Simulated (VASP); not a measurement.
The input files of a VASP run:

### KPOINTS
```
Regular mesh
0
G
 10 10 10
0 0 0
```

POSCAR:
```
Ca
1
    0.0000000000     2.7381501741     2.7381501741
    2.7381501741    -0.0000000000     2.7381501741
    2.7381501741     2.7381501741     0.0000000000
Ca
1
Direct
  0.0000000000   0.0000000000   0.0000000000
```

**INCAR**
```
AGGAC = 0.0
ALGO = Normal
EDIFF = 1E-6
EDIFFG = -0.01
ENCUT = 520
GGA = CX
IBRION = 2
ISIF = 3
ISMEAR = 1
LASPH = T
LCHARG = F
LREAL = F
LUSE_VDW = T
LWAVE = F
NELM = 100
NSW = 60
PREC = Accurate
SIGMA = 0.1
SYSTEM = Ca
```

POTCAR, in this order: Ca_sv (PBE.64 set). Program: vasp_std.

Problem. Write an equivalent input for Quantum ESPRESSO's pw.x.

Solution. One equivalent input (not run):
```
&CONTROL
  calculation = 'vc-relax'
  pseudo_dir = './pseudo'
  outdir = './out'
  tprnfor = .true.
  tstress = .true.
  nstep = 60
  forc_conv_thr = 0.00039
/
&SYSTEM
  ibrav = 0
  nat = 1
  ntyp = 1
  ecutwfc = 68
  occupations = 'smearing'
  smearing = 'methfessel-paxton'
  degauss = 0.00735
  input_dft = 'vdw-df-cx'
/
&ELECTRONS
  conv_thr = 7.3e-08
  electron_maxstep = 100
/
&IONS
/
&CELL
/
ATOMIC_SPECIES
  Ca 40.078 Ca.upf
CELL_PARAMETERS angstrom
     0.0000000    2.7381502    2.7381502
     2.7381502   -0.0000000    2.7381502
     2.7381502    2.7381502    0.0000000
ATOMIC_POSITIONS crystal
  Ca   0.0000000  0.0000000  0.0000000
K_POINTS automatic
  10 10 10 0 0 0
```
What does not carry over: the potentials are each code's own (VASP's PAW set, PseudoDojo norm-conserving files in pw.x), so ENCUT and ecutwfc are chosen apart and not converted; conv_thr bounds pw.x's estimated SCF error, while EDIFF bounds the energy change between steps; forc_conv_thr acts on force components and is met together with etot_conv_thr.

The compound is Ca in the fcc structure. It was relaxed first, which changed the volume by -5 %. The start is the result of an earlier pass.
